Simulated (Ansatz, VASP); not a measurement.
# Cross-check of HfO2 between VASP and Ansatz, part 3 of 3

Wanted: the spread between two codes on one cell, functional and k mesh. The cell is taken from a series of runs on this material, whose earlier steps may have relaxed, scaled, displaced or heated it; both programs get it as it stands.

VASP 6.6.1 and Ansatz 0.2.0.

So far: Set-up; VASP: zone-centre phonons, LDA.

## (3) Ansatz: zone-centre phonons, LDA

Level of this step: Ansatz beside VASP: Kohn-Sham DFT, plane waves, LDA (Ansatz).

Ansatz runs on its PAW soft_1 files.

The same cell, functional (in two slightly different forms) and mesh now go to Ansatz, which takes its cutoff from its data sets.

input.yaml

```yaml
crystal:
  lattice:
    - [5.0900827229, 0.0, -0.0231817735]
    - [0.0, 5.1496878031, 0.0]
    - [-0.8775839889, 0.0, 5.1977085491]
  atoms:
    - { symbol: O, position: [0.4485840016, 0.7574439162, 0.478854247] }
    - { symbol: O, position: [0.5514159984, 0.2574439162, 0.021145753] }
    - { symbol: O, position: [0.5514159984, 0.2425560838, 0.521145753] }
    - { symbol: O, position: [0.4485840016, 0.7425560838, 0.978854247] }
    - { symbol: O, position: [0.0681392766, 0.3317184702, 0.3457866593] }
    - { symbol: O, position: [0.9318607234, 0.8317184702, 0.1542133407] }
    - { symbol: O, position: [0.9318607234, 0.6682815298, 0.6542133407] }
    - { symbol: O, position: [0.0681392766, 0.1682815298, 0.8457866593] }
    - { symbol: Hf, position: [0.2769499813, 0.043394267, 0.2083026636] }
    - { symbol: Hf, position: [0.7230500187, 0.543394267, 0.2916973364] }
    - { symbol: Hf, position: [0.7230500187, 0.956605733, 0.7916973364] }
    - { symbol: Hf, position: [0.2769499813, 0.456605733, 0.7083026636] }
kpoints:
  mp_grid: { grid: [4, 4, 4] }
hamiltonian:
  xc: lda
  pseudopotentials: { kind: paw, azcp: { folder: soft_1 }, xc_functional: pbe }
scf:
  occupations: { method: fixed }
output:
  eigenvalues: true
phonons:
  method: dfpt
  dielectric: true
  rigid_motions: translations
```

Launch:

```bash
ansatz run input.yaml --threads 8 --pin off --max-ram 20480MiB --backend cpu --events-out ev --progress --plain --runs-dir out
```

Numbers of over 12 decimals in the logs are rounded to 6 here.

The log of the run:

```text
Engine: ansatz 0.2.0, aarch64-unknown-linux-gnu
Pseudopotentials: kind: paw
Pseudopotential: O, paw, valence charge 6, recommended cutoff 420 eV (normal), soft_1/O.paw.azcp
Pseudopotential: Hf, paw, valence charge 26, recommended cutoff 420 eV (normal), soft_1/Hf.paw.azcp
Functional definition: SPW92
  exchange = slater_x
  correlation = pw_c
Crystal: 12 atoms, lattice volume = 136.139 Å³
Basis set: ecut = 420 eV, 2669 PW (Γ), exchange–correlation on 72×72×72 points (8 copies of the dense FFT grid, shifted against one another)
Bands: 92, of which v1, the nominal top of the filled ones, is band 76 counted from 1 (75 counted from 0)
Symmetry: 4 space group operations
k-points: 36 of 64 (irreducible under 1 space group operation, time reversal used)
Non-local potential: O, projectors of the file, l = 0: 2, l = 1: 2, l = 2: 1
Non-local potential: Hf, projectors of the file, l = 0: 3, l = 1: 2, l = 2: 2, l = 3: 3
PAW form: soft (Blöchl's): semilocal exchange-correlation on the pseudo side does not see the compensation charge
PAW frozen core: O, regenerated for the run's functional, and the local potential with it (the file was generated under x = pbe(κ = 0.804, μ = 0.219515), c = pbe(β = 0.066725))
PAW frozen core: Hf, regenerated for the run's functional, and the local potential with it (the file was generated under x = pbe(κ = 0.804, μ = 0.219515), c = pbe(β = 0.066725))
PAW one-centre angular grid: O, 110 points (default); XC on 64 Gauss nodes
PAW one-centre angular grid: Hf, 590 points (default); XC on 64 Gauss nodes
Initial density: superposition of atomic densities (chi_scale 0.1, normalization cell, long waves kept (reshape's long-wave potential 0.02 eV rms))
Initial wavefunctions: pseudopotential atomic-orbital guess
Functional: x = slater, c = lda
SCF iter   1: F=—  HF=-66378.660101 eV  |F-HF|=—  |Δ(HF+E_count)|=         —  Δρ=9.34e-2  dr2=1.00e1  ethr=3.10e-3  ⟨swp⟩=4.1  Hψ=9302  notcnv=0  defer=433
preconditioner: auto → Resta (q_TF=auto, 2.779 Å⁻¹)  ε∞=4.9  [insulator: Δε(μ)=2.965 eV  Ē_g=19.262 eV  n_scr=48 (ndim 8)  ℏωp=38.2 eV  f_vac=0.007  ε∞_Penn≈4.9]
SCF iter   2: F=—  HF=-66376.140039 eV  |F-HF|=—  |Δ(HF+E_count)|=    2.52e0  Δρ=4.14e-2  dr2=2.25e0  ethr=3.10e-3  ⟨swp⟩=2.1  Hψ=6632  notcnv=0  defer=435
SCF iter   3: F=—  HF=-66375.394460 eV  |F-HF|=—  |Δ(HF+E_count)|=   7.46e-1  Δρ=2.22e-2  dr2=7.03e-1  ethr=1.48e-3  ⟨swp⟩=2.0  Hψ=5057  notcnv=0  defer=496
SCF iter   4: F=—  HF=-66375.177523 eV  |F-HF|=—  |Δ(HF+E_count)|=   2.17e-1  Δρ=7.88e-3  dr2=6.08e-2  ethr=4.63e-4  ⟨swp⟩=2.9  Hψ=5825  notcnv=0  defer=499
SCF iter   5: F=—  HF=-66375.195826 eV  |F-HF|=—  |Δ(HF+E_count)|=   1.83e-2  Δρ=4.02e-3  dr2=2.22e-2  ethr=4.00e-5  ⟨swp⟩=2.0  Hψ=5429  notcnv=0  defer=504
SCF iter   6: F=—  HF=-66375.182595 eV  |F-HF|=—  |Δ(HF+E_count)|=   1.32e-2  Δρ=8.14e-4  dr2=8.63e-4  ethr=1.46e-5  ⟨swp⟩=2.0  Hψ=5744  notcnv=0  defer=504
SCF iter   7: F=—  HF=-66375.183627 eV  |F-HF|=—  |Δ(HF+E_count)|=   1.03e-3  Δρ=4.86e-4  dr2=2.77e-4  ethr=5.68e-7  ⟨swp⟩=2.0  Hψ=5750  notcnv=0  defer=502
SCF iter   8: F=—  HF=-66375.183601 eV  |F-HF|=—  |Δ(HF+E_count)|=   2.66e-5  Δρ=3.08e-4  dr2=9.70e-5  ethr=1.82e-7  ⟨swp⟩=2.0  Hψ=5672  notcnv=0  defer=376
SCF iter   9: F=—  HF=-66375.183586 eV  |F-HF|=—  |Δ(HF+E_count)|=   1.45e-5  Δρ=5.20e-5  dr2=3.29e-6  ethr=6.38e-8  ⟨swp⟩=2.0  Hψ=5096  notcnv=0  defer=376
SCF iter  10: F=—  HF=-66375.183579 eV  |F-HF|=—  |Δ(HF+E_count)|=   7.32e-6  Δρ=9.43e-6  dr2=1.32e-7  ethr=2.17e-9  ⟨swp⟩=2.0  Hψ=5907  notcnv=0  defer=376
SCF iter  11: F=—  HF=-66375.183579 eV  |F-HF|=—  |Δ(HF+E_count)|=   2.60e-8  Δρ=2.61e-6  dr2=9.27e-9  ethr=8.71e-11  ⟨swp⟩=2.0  Hψ=3550  notcnv=0  defer=376
SCF iter  12: F=—  HF=-66375.183579 eV  |F-HF|=—  |Δ(HF+E_count)|=   1.25e-9  Δρ=9.45e-7  dr2=8.61e-10  ethr=6.10e-12  ⟨swp⟩=2.9  Hψ=5723  notcnv=0  defer=376
SCF iter  13: F=—  HF=-66375.183579 eV  |F-HF|=—  |Δ(HF+E_count)|=  8.73e-11  Δρ=3.24e-7  dr2=1.27e-10  ethr=1.00e-12  ⟨swp⟩=2.0  Hψ=4816  notcnv=0  defer=376
SCF iter  14: F=—  HF=-66375.183579 eV  |F-HF|=—  |Δ(HF+E_count)|=  2.91e-11  Δρ=2.03e-7  dr2=4.67e-11  ethr=1.00e-12  ⟨swp⟩=15.2  Hψ=24648  notcnv=0
SCF iter  15: F=-66375.183579 eV  HF=-66375.183579 eV  |F-HF|=2.91e-11  |Δ(HF+E_count)|=  2.91e-11  Δρ=8.93e-8  dr2=7.60e-12  ethr=1.00e-12  ⟨swp⟩=6.8  Hψ=17896  notcnv=0
SCF 1 converged in 15 iterations: F = -66375.183579 eV  dr2 = 7.60e-12
  greatest PAW one-centre occupation: 0.999 electrons in one spin orbital (limit 2), on the Hf atom at site 11 (counted from 0), in its partial waves of l = 3
NSCF: frozen V_eff on 2 k-points
NSCF: frozen V_eff on 30 k-points
[...]
--- Phonons (Γ-DFPT): 9 representative perturbations + reference (Σ response iterations 60) ---
  k mesh reduced under 1 symmetry operation, with k and −k counted as one. Each operation leaves every solved perturbation unchanged. A smaller set is not considered because the run solves the response to a homogeneous field
  ASR residual: 2.363e-5 → 0.000e0 eV/Å²; symmetrization residual: 2.789e-6 eV/Å²
  ASR residual per site (eV/Å²): 4.76e-6 4.76e-6 4.76e-6 4.76e-6 2.36e-5 2.36e-5 2.36e-5 2.36e-5 9.49e-6 9.49e-6 9.49e-6 9.49e-6
  Γ frequencies (cm⁻¹): 0.00 0.00 0.00 115.55 127.33 130.30 130.73 146.12 164.21 180.26 227.90 239.92 243.36 250.34 253.63 313.75 323.26 326.21 334.01 339.47 377.08 381.82 390.97 403.64 488.15 496.12 501.50 505.59 538.64 558.48 592.34 615.82 641.78 653.32 719.59 758.86
  ε∞ (high-frequency dielectric tensor):
        5.050746     0.000000     0.133277
        0.000000     5.053203     0.000000
        0.133277     0.000000     4.758308
  ε⁰ (static dielectric tensor: ions relaxed, cell fixed):
       20.640516    -0.000000     1.333304
       -0.000000    18.703606     0.000000
        1.333304     0.000000    15.313939
  ε⁰ − ε∞ (ionic part):
       15.589770    -0.000000     1.200027
       -0.000000    13.650403    -0.000000
        1.200027    -0.000000    10.555630
  softest optical mode at Γ: 115.55 cm⁻¹; the repairs (sum rule, projections) moved no ω² at Γ by more than (1.49 cm⁻¹)²
  Born effective charges Z* (e; rows j = field, columns β = displacement):
    site 0:
        -2.39116    0.13862    0.00179
         0.20427   -2.71726    0.34324
        -0.04807    0.41194   -2.54767
    site 1:
        -2.39116   -0.13862    0.00179
        -0.20427   -2.71726   -0.34324
        -0.04807   -0.41194   -2.54767
    site 2:
        -2.39116    0.13862    0.00179
         0.20427   -2.71726    0.34324
        -0.04807    0.41194   -2.54767
    site 3:
        -2.39116   -0.13862    0.00179
        -0.20427   -2.71726   -0.34324
        -0.04807   -0.41194   -2.54767
    site 4:
        -2.95462    1.07741   -0.22208
         1.30239   -2.58288   -0.67710
        -0.18719   -0.68883   -2.26359
    site 5:
[...]
site 6:
[...]
site 7:
[...]
site 8:
[...]
site 9:
[...]
site 10:
[...]
site 11:
[...]
Z* charge neutrality: 5.913e-3 e pre-enforcement
  solved inside a basis spanned on kpoints, on 6×6×6 k-points, taken by the longest dipole's decay: ε∞ is read to err by 1.4e-2, Z* by 1.4e-1 e (field_mesh: kpoints solves on kpoints); Z* is corrected for what the basis lacks
  optical modes at Γ without the LO–TO term, one row a degenerate level:
      ω (cm⁻¹)  modes    IR ((D/Å)²/amu)
[...]
optical modes at Γ + LO–TO along q̂ = [1.0000, 0.0000, 0.0000]:
      ω (cm⁻¹)  modes    IR ((D/Å)²/amu)
[...]
optical modes at Γ + LO–TO along q̂ = [0.0000, 1.0000, 0.0000]:
      ω (cm⁻¹)  modes    IR ((D/Å)²/amu)
[...]
optical modes at Γ + LO–TO along q̂ = [0.0000, 0.0000, 1.0000]:
      ω (cm⁻¹)  modes    IR ((D/Å)²/amu)
[...]
558.48      1             0.0000
        592.34      1            13.1139
        615.82      1             0.0000
        636.78      1            77.7016
        641.78      1             0.0240
        653.32      1             0.0000
        721.87      1            17.4532
        758.86      1             0.0000
```

The column dr2 measures how far the density is from self-consistency, as an energy; F and HF (Harris–Foulkes) agree once it is small.

## (4) Comparison

Known differences besides the potentials themselves: fixed occupations in Ansatz, narrow Gaussian smearing in VASP; the data sets hold 152 valence electrons in Ansatz (on its PAW soft_1 files) and 88 in VASP; the cutoff is 420 eV in Ansatz and 600 eV in VASP; VASP's log shows a relativistic correction to its local exchange, Ansatz's none. Total energies have different zeros and are not compared.

The two programs side by side:

| quantity | Ansatz | VASP | difference |
| --- | --- | --- | --- |
| ε∞ xx | 5.05 | 5.00 | +1.10 % |
| ε∞ yy | 5.05 | 5.00 | +1.11 % |
| ε∞ zz | 4.76 | 4.71 | +1.03 % |
| Born charge of O1 (mean of the diagonal) (e) | -2.55 | -2.54 | -0.01 |
| Born charge of Hf9 (mean of the diagonal) (e) | 5.15 | 5.13 | +0.03 |
| optical mode 1 (cm⁻¹) | 115.5 | 121.5 | -4.89 % |
| optical mode 2 (cm⁻¹) | 127.3 | 127.9 | -0.45 % |
| optical mode 3 (cm⁻¹) | 130.3 | 130.2 | +0.08 % |
| optical mode 4 (cm⁻¹) | 130.7 | 130.8 | -0.02 % |
| optical mode 5 (cm⁻¹) | 146.1 | 149.9 | -2.53 % |
| optical mode 6 (cm⁻¹) | 164.2 | 164.1 | +0.06 % |
| optical mode 7 (cm⁻¹) | 180.3 | 179.5 | +0.44 % |
| optical mode 8 (cm⁻¹) | 227.9 | 229.9 | -0.87 % |
| optical mode 9 (cm⁻¹) | 239.9 | 238.9 | +0.41 % |
| optical mode 10 (cm⁻¹) | 243.4 | 243.4 | -0.01 % |
| optical mode 11 (cm⁻¹) | 250.3 | 249.8 | +0.22 % |
| optical mode 12 (cm⁻¹) | 253.6 | 259.5 | -2.27 % |
| optical mode 13 (cm⁻¹) | 313.8 | 311.5 | +0.72 % |
| optical mode 14 (cm⁻¹) | 323.3 | 318.4 | +1.51 % |
| optical mode 15 (cm⁻¹) | 326.2 | 330.7 | -1.35 % |
| optical mode 16 (cm⁻¹) | 334.0 | 332.4 | +0.50 % |
| optical mode 17 (cm⁻¹) | 339.5 | 336.6 | +0.84 % |
| optical mode 18 (cm⁻¹) | 377.1 | 374.6 | +0.65 % |
| optical mode 19 (cm⁻¹) | 381.8 | 376.6 | +1.40 % |
| optical mode 20 (cm⁻¹) | 391.0 | 390.0 | +0.24 % |
| optical mode 21 (cm⁻¹) | 403.6 | 401.6 | +0.52 % |

Modes are paired by rising frequency, not by their patterns, so a pair may set unlike modes beside each other; they are those without the splitting of longitudinal modes.

## (5) What came out

| Property | Result |
| --- | --- |
| r.m.s. difference of the optical zone-centre modes, each program's sorted by frequency (zone-centre phonons, LDA) | 2.6 cm⁻¹ |
| difference in optical mode 1 (zone-centre phonons, LDA) | -4.9 % |

The r.m.s. difference of the optical zone-centre modes, each program's sorted by frequency is 2.6 cm⁻¹ (zone-centre phonons, LDA). The data sets hold unlike numbers of valence electrons (152 in Ansatz and 88 in VASP), so part of the differences comes from the potentials. Among the rows given in per cent, the largest difference of the zone-centre phonons, LDA pair is in optical mode 1, -4.9 %. Such differences can come from data sets, numerical settings and the points named under the comparisons, not from the functional's error against experiment.

[Lines on the potential files, build, host, timing and source positions are cut from VASP's logs without a mark.]

[Logs are printed without paths, hosts, clocks, repeated set-up lines and the standing remarks that a program may print on its own settings, such as how far it seeks lower states.]

[Hosts, paths, dates, database ids (printed as entryN), source tags and the programs' standing remarks are cut or masked in the printed files.]
